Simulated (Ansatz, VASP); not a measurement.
# PtSe2 in two plane-wave programs, part 2 of 2

One calculation is typed for both programs; each brings its own data sets. How far apart do they land? Of the first pair: The structure shown is the start of the Ansatz relaxation below; VASP solves that cell, so the two are compared at the walk's first step.

VASP 6.6.1 and Ansatz 0.2.0.

So far. Step 3 (VASP: single point, PBEsol, start cell, pair 1): The run ends at a pressure of -2.01 GPa, with forces up to 2.1 eV/Å.

## Step 6: VASP: single point, PBEsol, start cell, pair 2

Level of this step: PBEsol; plane waves and PAW (Pt, Se) (VASP).

The same cell, functional, mesh and smearing now go to VASP, with its own data sets.

The input, INCAR:

```
SYSTEM = PtSe2
PREC = Accurate
ENCUT = 400
EDIFF = 1E-06
NELM = 120
ISMEAR = 0
SIGMA = 0.02
LREAL = .FALSE.
ALGO = Normal
GGA = PS
NBANDS = 17
LASPH = .TRUE.
LORBIT = 11
LWAVE = .FALSE.
LCHARG = .FALSE.
ISIF = 2
LDIPOL = .TRUE.
IDIPOL = 3
DIPOL = 0.5 0.5 0.334
LVHAR = .TRUE.
GGA_COMPAT = .FALSE.
EFERMI = MIDGAP
NELMDL = -8
KPAR = 2
```

The input, POSCAR:

```
PtSe2
1.0
    3.7028120000      0.0000000000      0.0000000000
   -1.8514060000      3.2067290000      0.0000000000
    0.0000000000      0.0000000000     29.9272000000
Pt Se
1 2
Direct
    0.0000000000      0.0000000000      0.3341441899
    0.3333333333      0.6666666667      0.3773420835
    0.6666666667      0.3333333333      0.2909462963
```

The input, KPOINTS:

```
Automatic mesh
0
Gamma
9 9 1
0 0 0
```

PAW data sets: Pt and Se (PBE family, release 64).

Command:

```bash
mpirun -np 2 vasp_std
```

Numbers of over 12 decimals in the logs are rounded to 6 here.

Log:

```text
[banner, memory and clock lines left out]
running    2 mpi-ranks, on    1 nodes
[...]
[... a notice as in an earlier step ...]

 LDA part: xc-table for (Slater+PW92), standard interpolation
 POSCAR, INCAR and KPOINTS ok, starting setup
[...]
entering main loop
       N       E                     dE             d eps       ncg     rms          rms(c)
DAV:   1     0.165364588864E+03    0.16536E+03   -0.58749E+03   408   0.726E+02
DAV:   2     0.295701219801E+01   -0.16241E+03   -0.15236E+03   671   0.150E+02
DAV:   3    -0.163743137655E+02   -0.19331E+02   -0.19228E+02   511   0.674E+01
DAV:   4    -0.167056470634E+02   -0.33133E+00   -0.33059E+00   533   0.104E+01
[...]
DAV:  25    -0.157802688732E+02   -0.28784E-05   -0.32141E-07   432   0.282E-03    0.205E-03
DAV:  26    -0.157802709810E+02   -0.21078E-05   -0.61002E-07   422   0.384E-03    0.350E-03
DAV:  27    -0.157802718100E+02   -0.82903E-06   -0.10347E-07   443   0.192E-03
   1 F= -.15780272E+02 E0= -.15780272E+02  d E =0.000000E+00
```

Parts of OUTCAR (step 6):

```text
  Total       -0.0062706     -0.0062706      0.0385939      0.0000000     -0.0000000      0.0000000
  in kB       -0.0282721     -0.0282721      0.1740082      0.0000000     -0.0000000      0.0000000
  external PRESSURE =       0.0391547 kB  Pullay stress =       0.0000000 kB

 POSITION                                       TOTAL-FORCE (eV/Angst)
 -----------------------------------------------------------------------------------
      0.00000      0.00000     10.00000        -0.000000      0.000000      0.000000
     -0.00000      2.13782     11.29279         0.000000      0.000000      0.026590
      1.85141      1.06891      8.70721         0.000000      0.000000     -0.026590
 -----------------------------------------------------------------------------------
    total drift:                               -0.000000     -0.000000      0.000072

  FREE ENERGIE OF THE ION-ELECTRON SYSTEM (eV)
  ---------------------------------------------------
  free  energy   TOTEN  =       -15.7802718100 eV

  energy  without entropy=      -15.7802718100  energy(sigma->0) =      -15.78027181

[... 3 further parts left out ...]
[key lines of the parts left out:]
E-fermi :  -3.1514
```

The run ends at a pressure of 0.00 GPa, with forces up to 0.027 eV/Å.

## Step 7: Comparison

What differs besides the data sets and the points named for the pairs above, as far as they apply: the data sets hold 50 valence electrons in Ansatz (on its PAW soft_1 files) and 22 in VASP; the cutoff is 420 eV in Ansatz and 400 eV in VASP. Total energies have different zeros and are not compared.

At this near-relaxed geometry the largest component of a force difference is 12 meV/Å. With vacuum in the cell, a pressure given here is an average over mostly empty space and none of the material.

## Step 8: Ansatz: relaxation, PBEsol

This run makes the geometry at which the two programs are then compared.

The structure compared here is the end of the Ansatz relaxation.

The input, input.yaml:

```yaml
crystal:
  lattice:
    - [3.700618999, 0.0, 0.0]
    - [-1.8503094995, 3.2048300628, 0.0]
    - [0.0, 0.0, 29.9272]
  atoms:
    - { symbol: Pt, position: [0.0, 0.0, 0.3341441899] }
    - { symbol: Se, position: [0.3333333333, 0.6666666667, 0.377428185] }
    - { symbol: Se, position: [0.6666666667, 0.3333333333, 0.2908601948] }
  periodic: [true, true, false]
kpoints:
  mp_grid: { grid: [12, 12, 1] }
hamiltonian:
  xc: pbesol
  pseudopotentials: { kind: paw, azcp: { folder: soft_1 }, xc_functional: pbe }
scf:
  occupations: { method: fixed }
output:
  forces: true
  stress: true
  eigenvalues: true
  write_density: true
  write_potential: true
  elf: true
  volumetric_format: npy
relax:
  adjacent_minimum: "off"
  f_tol: 0.001
  max_steps: 60
  cell: { stress_2d_tol: 0.002 }
```

Command:

```bash
ansatz run input.yaml --threads 4 --pin off --max-ram 16384MiB --backend cpu --events-out ev --progress --plain --runs-dir out
```

Log:

```text
[...]
Crystal: 3 atoms, lattice volume = 354.932 Å³
Basis set: ecut = 420 eV, 6965 PW (Γ), exchange–correlation on 50×50×432 points (8 copies of the dense FFT grid, shifted against one another)
Bands: 30, of which v1, the nominal top of the filled ones, is band 25 counted from 1 (24 counted from 0)
Symmetry: 12 space group operations
[...]
k-points: 19 of 144
[...]
° read free of the cell's end (the report's vacuum.weakly_bound_levels)
--- Relaxed structure (3 steps of the walk, 3 accepted, 1 SCFs on fresh bases) ---
[...]
cell:  # Å, volume = 354.8629 Å³
    - [3.700258, 0, 0.0]
    - [-1.850129, 3.204517, 0.0]
    - [0.0, 0.0, 29.9272]
  atoms:
    - { symbol: Pt, position: [0, 0, 0.3341441899] }
    - { symbol: Se, position: [0.333333, 0.666667, 0.377429] }
    - { symbol: Se, position: [0.666667, 0.333333, 0.290859] }
[key lines of the parts left out:]
SCF converged after 10 iterations
Free energy (F): -23234.923124 eV
Fermi energy:    -5.730634 eV
P = ½ c Tr σ = 0.0002 N/m
```

## Step 9: VASP: single point, PBEsol, relaxed cell, pair 3

The same cell, functional and mesh now go to VASP, with its own data sets.

Changes to INCAR since step 6:

```diff
@@ -6,3 +6,3 @@
 ISMEAR = 0
-SIGMA = 0.02
+SIGMA = 0.01
 LREAL = .FALSE.
```

The input, POSCAR:

```
PtSe2
1.0
    3.7002575371      0.0000000000      0.0000000000
   -1.8501287686      3.2045170277      0.0000000000
    0.0000000000      0.0000000000     29.9272000000
Pt Se
1 2
Direct
    0.0000000000      0.0000000000      0.3341441899
    0.3333333333      0.6666666667      0.3774293408
    0.6666666667      0.3333333333      0.2908590390
```

The input, KPOINTS:

```
Automatic mesh
0
Gamma
12 12 1
0 0 0
```

Command:

```bash
mpirun -np 2 vasp_std
```

Log:

```text
[... set-up lines as in an earlier step ...]
 entering main loop
       N       E                     dE             d eps       ncg     rms          rms(c)
DAV:   1     0.164545571366E+03    0.16455E+03   -0.59486E+03   646   0.733E+02
DAV:   2     0.208512812529E+01   -0.16246E+03   -0.15449E+03  1095   0.150E+02
DAV:   3    -0.164417582192E+02   -0.18527E+02   -0.18430E+02   836   0.660E+01
DAV:   4    -0.167066823155E+02   -0.26492E+00   -0.26460E+00   855   0.950E+00
[...]
DAV:  25    -0.157808384516E+02   -0.61212E-05   -0.51467E-07   641   0.331E-03    0.684E-03
DAV:  26    -0.157808403714E+02   -0.19198E-05   -0.98435E-07   701   0.490E-03    0.139E-03
DAV:  27    -0.157808413178E+02   -0.94640E-06   -0.80912E-08   680   0.164E-03
   1 F= -.15780841E+02 E0= -.15780841E+02  d E =0.000000E+00
```

OUTCAR, selected parts (step 9):

```text
  Total        0.0105181      0.0105181      0.0006059     -0.0000000      0.0000000     -0.0000000
  in kB        0.0474884      0.0474884      0.0027357     -0.0000000      0.0000000     -0.0000000
  external PRESSURE =       0.0325708 kB  Pullay stress =       0.0000000 kB

 POSITION                                       TOTAL-FORCE (eV/Angst)
 -----------------------------------------------------------------------------------
      0.00000      0.00000     10.00000         0.000000      0.000000      0.000000
     -0.00000      2.13634     11.29540         0.000000     -0.000000      0.012321
      1.85013      1.06817      8.70460        -0.000000      0.000000     -0.012321
 -----------------------------------------------------------------------------------
    total drift:                               -0.000000     -0.000000      0.000065

  FREE ENERGIE OF THE ION-ELECTRON SYSTEM (eV)
  ---------------------------------------------------
  free  energy   TOTEN  =       -15.7808413178 eV

  energy  without entropy=      -15.7808413178  energy(sigma->0) =      -15.78084132

[... 3 further parts left out ...]
[key lines of the parts left out:]
E-fermi :  -3.1320
```

The run ends at a pressure of 0.00 GPa, with forces up to 0.012 eV/Å.

## Step 10: Differences

What differs besides the data sets and the points named for the pairs above, as far as they apply: fixed occupations in Ansatz, narrow Gaussian smearing in VASP; the data sets hold 50 valence electrons in Ansatz (on its PAW soft_1 files) and 22 in VASP. Total energies have different zeros and are not compared.

Compared:

| quantity | Ansatz | VASP | difference |
| --- | --- | --- | --- |
| gap on the k mesh (eV) | 1.417 | 1.409 | +0.008 |

At this near-relaxed geometry the largest component of a force difference is 12 meV/Å. A gap on the mesh is an upper bound, since the band edges may lie between its points; neither run holds spin-orbit coupling, which can move the band edges of a compound of Pt. With vacuum in the cell, a pressure given here is an average over mostly empty space and none of the material.

## Step 11: Results

```json
{
  "r.m.s. force difference (single point, PBEsol, start cell, pair 1)": "0.12 % of the r.m.s. force",
  "r.m.s. force difference (single point, PBEsol, start cell, pair 2)": "5.8 meV/Å",
  "difference in gap on the k mesh (single point, PBEsol, relaxed cell, pair 3)": "0.0083 eV"
}
```

In words: The r.m.s. force difference is 5.8 meV/Å (single point, PBEsol, start cell, pair 2), within the 12 meV/Å picked in this series as the mark of a large difference. The data sets hold unlike numbers of valence electrons (50 in Ansatz and 22 in VASP), so part of the differences comes from the potentials. 2 further runs of this series are not shown here. Such differences can come from data sets, numerical settings and the points named under the comparisons, not from the functional's error against experiment.

[Lines on the potential files, build, host, timing and source positions are cut from VASP's logs without a mark.]

[Logs are printed without paths, hosts, clocks, repeated set-up lines and the standing remarks that a program may print on its own settings, such as how far it seeks lower states.]

[Hosts, paths, dates, database ids (printed as entryN), source tags and the programs' standing remarks are cut or masked in the printed files.]
